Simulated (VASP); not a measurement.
# SrB3Pt (Pm-3m) in VASP: settings compared

The runs below take SrB3Pt through relaxation of cell and atoms, with PBE, optB88-vdW.

Program: VASP 6.6.1. These are calculated values, not measurements. Logs are shortened: lines on timing, memory, paths and dates and some standing lists are left out, and cuts for length are marked.

### 1 The crystal as given

The structure is cubic, space group Pm-3m (No. 221). The conventional cell has a = 4.541 Å, b = 4.541 Å, c = 4.541 Å, α = 90.00°, β = 90.00°, γ = 90.00°. Sr (site symmetry m-3m) is surrounded by 6 B at 2.27 Å. B (site symmetry 4/mmm) is surrounded by 2 Sr at 2.27 Å. Pt (site symmetry m-3m) has 12 B at 3.21 Å as nearest neighbours.

The cell was built by a generator and needn't be a form met in nature.

### 2 Relaxation of cell and atoms, PBE, target pressure 50 GPa, at which the enthalpy is minimised

Contents of INCAR:

```
SYSTEM = SrB3Pt
PREC     = Accurate       ! precision mode
ENCUT    = 600            ! plane-wave cutoff, eV
EDIFF    = 1E-6           ! SCF threshold, eV
ISMEAR   = -1             ! smearing method
SIGMA    = 0.05           ! smearing width, eV
LREAL    = .FALSE.        ! projectors in reciprocal space
LASPH    = .TRUE.         ! aspherical terms in the spheres
NELM     = 60             ! most SCF steps
ALGO     = Normal         ! electronic algorithm
ISIF     = 3              ! what is computed and relaxed
LWAVE    = .FALSE.        ! write WAVECAR
LCHARG   = .FALSE.        ! write CHGCAR
GGA      = PE             ! functional
IBRION   = 2              ! ionic algorithm
NSW      = 60             ! ionic steps
EDIFFG   = -0.01          ! ionic threshold
ISYM     = 0            
PSTRESS  = 500
```

Contents of KPOINTS:

```
Automatic mesh
0
G
  5 5 5
  0 0 0
```

Contents of POSCAR:

```
SrB3Pt
1.0
    4.5405600000      0.0000000000      0.0000000000
    0.0000000000      4.5405600000      0.0000000000
    0.0000000000      0.0000000000      4.5405600000
Sr B Pt
1 3 1
Direct
    0.0000000000      0.0000000000      0.0000000000
    0.5000000000      0.0000000000      0.0000000000
    0.0000000000      0.5000000000      0.0000000000
    0.0000000000      0.0000000000      0.5000000000
    0.5000000000      0.5000000000      0.5000000000
```

Potentials or basis: VASP PAW PBE potentials, release 64 (Sr_sv, B, Pt).

Run with:

```sh
cat potpaw_PBE.64/Sr_sv/POTCAR potpaw_PBE.64/B/POTCAR potpaw_PBE.64/Pt/POTCAR > POTCAR
mpirun -np 1 vasp_std > vasp.out
```

OUTCAR:

```text
SYSTEM = SrB3Pt
   PREC = Accurate
   ENCUT = 600
   EDIFF = 1E-6
   ISMEAR = -1
   LREAL = .FALSE.
   LASPH = .TRUE.
   NELM = 60
   ISIF = 3
   GGA = PE
   IBRION = 2
   NSW = 60
   EDIFFG = -0.01
   ISYM = 0
   PSTRESS = 500

 ion  position               nearest neighbor table
   1  0.000  0.000  0.000-   2 2.27   3 2.27   4 2.27   4 2.27   3 2.27   2 2.27   5 3.93   5 3.93
                             5 3.93   5 3.93   5 3.93   5 3.93   5 3.93   5 3.93
   2  0.500  0.000  0.000-   1 2.27   1 2.27
   3  0.000  0.500  0.000-   1 2.27   1 2.27
   4  0.000  0.000  0.500-   1 2.27   1 2.27
   5  0.500  0.500  0.500-   1 3.93   1 3.93   1 3.93   1 3.93   1 3.93   1 3.93   1 3.93   1 3.93

IMPORTANT INFORMATION: All symmetrisations will be switched off!
NOSYMM: (Re-)initialisation of all symmetry stuff for point group C_1.

----------------------------------------------------------------------------------------

                                     Primitive cell

  volume of cell :      93.6113

  direct lattice vectors                    reciprocal lattice vectors
     4.540560000  0.000000000  0.000000000     0.220237151  0.000000000  0.000000000
     0.000000000  4.540560000  0.000000000     0.000000000  0.220237151  0.000000000
     0.000000000  0.000000000  4.540560000     0.000000000  0.000000000  0.220237151

  length of vectors
     4.540560000  4.540560000  4.540560000     0.220237151  0.220237151  0.220237151

  position of ions in fractional coordinates (direct lattice)
     0.000000000  0.000000000  0.000000000
     0.500000000  0.000000000  0.000000000
     0.000000000  0.500000000  0.000000000
     0.000000000  0.000000000  0.500000000
     0.500000000  0.500000000  0.500000000

  ion indices of the primitive-cell ions
   primitive index   ion index
                 1           1
                 2           2
                 3           3
                 4           4
                 5           5

----------------------------------------------------------------------------------------

 KPOINTS: Automatic mesh

Automatic generation of k-mesh.
 Grid dimensions read from file:
 generate k-points for:    5    5    5

 Generating k-lattice:

  Cartesian coordinates                     Fractional coordinates (reciprocal lattice)
     0.044047430  0.000000000  0.000000000     0.200000000  0.000000000  0.000000000
     0.000000000  0.044047430  0.000000000     0.000000000  0.200000000  0.000000000
     0.000000000  0.000000000  0.044047430     0.000000000  0.000000000  0.200000000

  Length of vectors
     0.044047430  0.044047430  0.044047430

  Shift w.r.t. Gamma in fractional coordinates (k-lattice)
     0.000000000  0.000000000  0.000000000

 Subroutine IBZKPT returns following result:
 ===========================================

 Found     63 irreducible k-points:

 Following reciprocal coordinates:
            Coordinates               Weight
  0.000000  0.000000  0.000000      1.000000
  0.200000  0.000000  0.000000      2.000000
  0.000000  0.200000  0.000000      2.000000
  0.000000  0.000000  0.200000      2.000000
  0.400000  0.000000  0.000000      2.000000
  0.000000  0.400000  0.000000      2.000000
[... 16 lines left out ...]
  0.000000 -0.200000  0.400000      2.000000
  0.400000 -0.200000  0.000000      2.000000
 [... further k-points ...]
   k-points           NKPTS =     63   k-points in BZ     NKDIM =     63   number of bands    NBANDS=     18
   number of dos      NEDOS =    301   number of ions     NIONS =      5
   total plane-waves  NPLWV =  46656
   dimension x,y,z NGX =    36 NGY =   36 NGZ =   36
   dimension x,y,z NGXF=    72 NGYF=   72 NGZF=   72
   ions per type =               1   3   1
   NGX,Y,Z   is equivalent  to a cutoff of  13.18, 13.18, 13.18 a.u.
   NGXF,Y,Z  is equivalent  to a cutoff of  26.36, 26.36, 26.36 a.u.
 SYSTEM =  SrB3Pt
   PREC   = accura    normal or accurate (medium, high low for compatibility)
   ISTART =      0    job   : 0-new  1-cont  2-samecut
   ICHARG =      2    charge: 1-file 2-atom 10-const
   ISPIN  =      1    spin polarized calculation?
   LNONCOLLINEAR =      F non collinear calculations
   LSORBIT =      F    spin-orbit coupling
   LASPH  =      T    aspherical Exc in radial PAW
   ENCUT  =  600.0 eV  44.10 Ry    6.64 a.u.   9.07  9.07  9.07*2*pi/ulx,y,z
   NELM   =     60;   NELMIN=  2; NELMDL= -5     # of ELM steps
   EDIFF  = 0.1E-05   stopping-criterion for ELM
   LREAL  =      F    real-space projection
   EDIFFG = -.1E-01   stopping-criterion for IOM
   NSW    =     60    number of steps for IOM
   IBRION =      2    ionic relax: 0-MD 1-quasi-New 2-CG
   NFREE  =      1    steps in history (QN), initial steepest desc. (CG)
   ISIF   =      3    stress and relaxation
   ISYM   =      0    0-nonsym 1-usesym 2-fastsym
   POTIM  = 0.5000    time-step for ionic-motion
   TEBEG  =    0.0;   TEEND  =   0.0 temperature during run
   PSTRESS=  500.0 pullay stress
   NELECT =      29.0000    total number of electrons
   NUPDOWN=      -1.0000    fix difference up-down
   EMIN   =  10.00;   EMAX   =-10.00  energy-range for DOS
   EFERMI =   0.00;   METHOD = LEGACY
   ISMEAR =    -1;   SIGMA  =   0.05  broadening in eV -4-tet -1-fermi 0-gaus
   EFERMI_NEDOS =   21; number of points for ismear=-14 and -15
   IALGO  =     38    algorithm
   IMIX   =      4    mixing-type and parameters
     AMIX     =   0.40;   BMIX     =  1.00
     AMIX_MAG =   1.60;   BMIX_MAG =  1.00
  volume/ion in A,a.u.               =      18.72       126.34
  Fermi-wavevector in a.u.,A,eV,Ry     =   1.107724  2.093294 16.695050  1.227052
  Thomas-Fermi vector in A             =   2.244242
   LORBIT       =      0    0 simple, 1 ext, 2 COOP (PROOUT), +10 PAW based schemes
   GGA     = PE    functional components
   LHFCALC =     F    Hartree Fock is set to
   AEXX    =    0.0000 exact exchange contribution
   IVDW    =     0    specifies the selected vdW correction
   LEPSILON=     F    determine dielectric tensor
   LRPA    =     F    only Hartree local field effects (RPA)
 conjugate gradient relaxation of ions
 non-spin polarized calculation
  energy-cutoff  :      600.00
  volume of cell :       93.61
 maximum number of plane-waves:      3143
   NGX = 19   NGY = 19   NGZ = 19

--------------------------------------- Ionic step        1  -------------------------------------------

 number of electron      29.0000000 magnetization

 Free energy of the ion-electron system (eV)
  ---------------------------------------------------
  ext. energy  EPLUGINS =         0.00000000
  ---------------------------------------------------
  free energy    TOTEN  =       -12.14801388 eV

  energy without entropy =      -12.11628176  energy(sigma->0) =      -12.13214782

 E-fermi :   2.4314     XC(G=0):  -9.7924

 val. band max:        2.3786653262   @ k =   0.4000   0.4000   0.4000
 cond. band min:       2.5010780953   @ k =  -0.4000  -0.4000   0.4000
 fundamental gap:      0.1224127691
 Fermi energy:         2.4314139008

 k-point     1 :       0.0000    0.0000    0.0000
  band No.  band energies     occupation
      1     -31.1271      2.00000
      2     -13.7785      2.00000
      3     -13.7785      2.00000
      4     -13.7785      2.00000
      5      -5.0222      2.00000
      6      -2.7276      2.00000
[... 481 lines left out ...]
      5      -3.7762      2.00000
      6      -2.3667      2.00000
[... 10 lines left out ...]
     17       3.7777      0.00000
     18       4.0671      0.00000

 [... further k-points ...]

------------------------ aborting loop because EDIFF is reached ----------------------------------------

  FORCE on cell =-STRESS in cart. coord.  units (eV):
  Direction    XX          YY          ZZ          XY          YZ          ZX
  --------------------------------------------------------------------------------------
  -------------------------------------------------------------------------------------
  Total        0.2826891      0.2827610      0.2819684      0.0000030      0.0000007     -0.0000639
  in kB        4.8382838      4.8395142      4.8259487      0.0000511      0.0000128     -0.0010931
  external PRESSURE =    -495.1654178 kB  Pullay stress =     500.0000000 kB
[... 28 lines left out ...]
--------------------------------------- Ionic step        2  -------------------------------------------

 number of electron      29.0000000 magnetization

 E-fermi :  14.1803     XC(G=0): -14.6307

 val. band max:       14.1602170222   @ k =   0.4000  -0.4000   0.4000
 cond. band min:      14.3558773716   @ k =  -0.2000  -0.2000   0.4000
 fundamental gap:      0.1956603494
 Fermi energy:        14.1802797880

 k-point     1 :       0.0000    0.0000    0.0000
  band No.  band energies     occupation
      1     -23.5802      2.00000
      2      -7.6997      2.00000
      3      -7.6996      2.00000
      4      -7.6996      2.00000
      5       1.9120      2.00000
      6       3.8010      2.00000
[... 481 lines left out ...]
      5       3.9337      2.00000
      6       5.0206      2.00000
[... 10 lines left out ...]
     17      17.3970      0.00000
     18      18.3607      0.00000

 [... further k-points ...]

------------------------ aborting loop because EDIFF is reached ----------------------------------------

  FORCE on cell =-STRESS in cart. coord.  units (eV):
  Direction    XX          YY          ZZ          XY          YZ          ZX
  --------------------------------------------------------------------------------------
  -------------------------------------------------------------------------------------
  Total       63.2326317     63.2324792     63.2360609      0.0000048     -0.0000008      0.0000617
  in kB     2889.2095528   2889.2025876   2889.3662427      0.0002178     -0.0000361      0.0028175
  external PRESSURE =    2389.2594610 kB  Pullay stress =     500.0000000 kB
[... 192 lines left out ...]
--------------------------------------- Ionic step        7  -------------------------------------------

 number of electron      29.0000002 magnetization

 Free energy of the ion-electron system (eV)
  ---------------------------------------------------
  ext. energy  EPLUGINS =         0.00000000
  ---------------------------------------------------
  free energy    TOTEN  =        -8.81931781 eV

  energy without entropy =       -8.80036670  energy(sigma->0) =       -8.80984225

 E-fermi :   7.9603     XC(G=0): -12.5358

 val. band max:        7.8978753099   @ k =   0.2000   0.0000   0.2000
 cond. band min:       7.9972602440   @ k =  -0.2000  -0.4000   0.2000
 fundamental gap:      0.0993849341
 Fermi energy:         7.9603093031

 k-point     1 :       0.0000    0.0000    0.0000
  band No.  band energies     occupation
      1     -26.9506      2.00000
      2     -10.4667      2.00000
      3     -10.4666      2.00000
      4     -10.4666      2.00000
      5      -1.9115      2.00000
      6       0.9079      2.00000
[... 481 lines left out ...]
      5       0.4586      2.00000
      6       1.4469      2.00000
[... 10 lines left out ...]
     17      10.4607      0.00000
     18      10.8669      0.00000

 [... further k-points ...]

------------------------ aborting loop because EDIFF is reached ----------------------------------------

  FORCE on cell =-STRESS in cart. coord.  units (eV):
  Direction    XX          YY          ZZ          XY          YZ          ZX
  --------------------------------------------------------------------------------------
  -------------------------------------------------------------------------------------
  Total       16.3225812     16.3205012     16.3289534     -0.0000004      0.0000001      0.0000062
  in kB      499.8274461    499.7637538    500.0225758     -0.0000113      0.0000017      0.0001899
  external PRESSURE =      -0.1287414 kB  Pullay stress =     500.0000000 kB
[... 24 lines left out ...]
  energy  without entropy=       -8.8003667029  energy(sigma->0) =       -8.80984225

  enthalpy is  TOTEN    =         7.5088983460 eV   P V=       16.3282161528

 reached required accuracy - stopping structural energy minimisation
```

Run time: 6.4 min. Hardware: 1 thread of AMD EPYC 9R45 (Zen 5), shared host; peak memory 0.3 GiB.

Results:

```yaml
Free_energy: -8.8193 eV
Relaxed_volume: 10.46 Å³/atom
Relaxed_cell: a = 3.740 Å, b = 3.740 Å, c = 3.740 Å, α = 90.00°, β = 90.00°, γ = 90.00°
Space_group_after_relaxing_to_0.05_Å: Pm-3m (No. 221)
Energy_change_on_relaxing_the_enthalpy_is_what_falls: +665.7 meV/atom
Ionic_steps: 7
Pressure_after_relaxing: 50.0 GPa
Band_gap_on_the_k_mesh: none (metal or under the smearing width)
```

The path:
```
step  energy change (eV)  largest force (eV/Å)  pressure (GPa)  volume (Å³)
   1              0.0000                0.0000            0.48        93.61
   2             17.7977                0.0001          288.93        35.06
   3              2.5281                0.0000           37.51        55.27
   4              2.9769                0.0000           44.49        53.52
   5              3.3439                0.0000           50.24        52.27
   6              3.3093                0.0001           49.69        52.38
   7              3.3287                0.0000           49.99        52.32
```

Final structure:
```
Sr B Pt
1.0
     3.74019    0.00000    0.00000
     0.00000    3.74019    0.00000
     0.00000    0.00000    3.74018
Sr B Pt
1 3 1
Direct
  0.00000 0.00000 0.00000
  0.50000 0.00000 0.00000
  0.00000 0.50000 0.00000
  0.00000 0.00000 0.50000
  0.50000 0.50000 0.50000
```

Caveat: the cell is relaxed towards a set pressure, so the enthalpy falls and the energy may rise; the volume moved by over 15 % at a fixed basis, so the end points are rough. The run has no spin-orbit coupling, so splittings on Pt are missing.

(Continued in part 2 of 2.)
